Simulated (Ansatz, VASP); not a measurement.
ZrOs in VASP and in Ansatz

INCAR

```
  ALGO = Normal
  EDIFF = 1E-8
  ENCUT = 520
  ISIF = 2
  ISMEAR = -1
  LASPH = T
  LCHARG = F
  LEFG = T
  LREAL = F
  LWAVE = F
  NBANDS = 17
  NELM = 80
  PREC = Accurate
  SIGMA = 0.03
```

Contents of KPOINTS:

```
k-points
0
Gamma
  13 13 13
```

The input POSCAR:

```
ZrOs
1.0
    3.2738406112      0.0000000000      0.0000000000
    0.0000000000      3.2738406112      0.0000000000
    0.0000000000      0.0000000000      3.2738406112
Zr Os
1 1
Direct
    0.5000000000      0.5000000000      0.5000000000
    0.0000000000      0.0000000000      0.0000000000
```

Input for Ansatz:

```yaml
crystal:
  lattice:
    - [3.2738406112, 0.0, 0.0]
    - [0.0, 3.2738406112, 0.0]
    - [0.0, 0.0, 3.2738406112]
  atoms:
    - { symbol: Zr, position: [0.5, 0.5, 0.5] }
    - { symbol: Os, position: [0.0, 0.0, 0.0] }
kpoints:
  mp_grid: { grid: [13, 13, 13] }
scf:
  occupations: { method: fermi_dirac, width: 0.03 }
hamiltonian:
  xc: lda
  pseudopotentials: { kind: all_electron, datasets: crystal }
output:
  forces: true
  stress: true
  eigenvalues: true
  efg: { contact_densities: true }
```

Change from the starting cell: volume scaled by 1.01, crystal datasets.

Alike in both runs: task electric field gradients; functional LDA; k mesh 13 × 13 × 13; occupations fermi-dirac, width 0.03 eV; no spin polarisation.

```csv
,VASP,Ansatz
version,VASP 6.6.1,Ansatz 0.2.0
potentials or method,"VASP PAW LDA potentials, release 64 (Zr_sv, Os)","all-electron PAW with datasets made for the crystal, scalar-relativistic"
plane-wave cutoff (eV),520,see its input
```

Ansatz gave:

```
pressure (GPa)                                                 : -9.4
Vzz of the field gradient on the site that differs most (V/Å²) : 0.0
```

Problem. Which values does VASP return?

Solution. Pressure (GPa): -9.2; Vzz of the field gradient on the site that differs most (V/Å²): 0.0.

Ansatz ran all-electron here, so the differences hold the error of VASP's frozen core and of both bases. Ansatz warned: «gradients_without_spin_orbit».

The runs have no spin-orbit coupling, so splittings on Os are missing.
